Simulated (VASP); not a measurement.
Data:

```
Eu
1.0
   -2.29000     2.29000     2.29000
    2.29000    -2.29000     2.29000
    2.29000     2.29000    -2.29000
Eu
1
Cartesian
  0.00000   0.00000   0.00000
```

All values below come from PBE GGA with D4 dispersion, VASP's PBE PAW potentials (set 64) (plane waves; VASP). Settings: 520 eV cut-off, 10×10×10 Γ-centred mesh, first-order Methfessel-Paxton smearing of 0.10 eV, potentials Eu_2.

The 4f electrons are frozen in the core of the lanthanide potential, so 4f levels, which can set the real gap, and their magnetism are missing. Energy and stress use the plane-wave basis of the starting cell.

Q: The ions, cell shape and volume are relaxed. What does this cell relax into?

A: 
```
Eu
1.0
   -2.19207     2.19207     2.19207
    2.19207    -2.19207     2.19207
    2.19207     2.19207    -2.19207
Eu
1
Direct
  0.00000   0.00000   0.00000
```
Space group Im-3m (229), at a tolerance of 0.03 Å.

Q: How do energy and volume change from the first to the last step?

A: The energy (σ→0) changes by -29.2 meV/atom and the volume by -12.3 %, in 4 ionic steps.

The compound is Eu in the bcc structure. This run relaxes it. Symmetry was kept, so distortions that lower it aren't found.
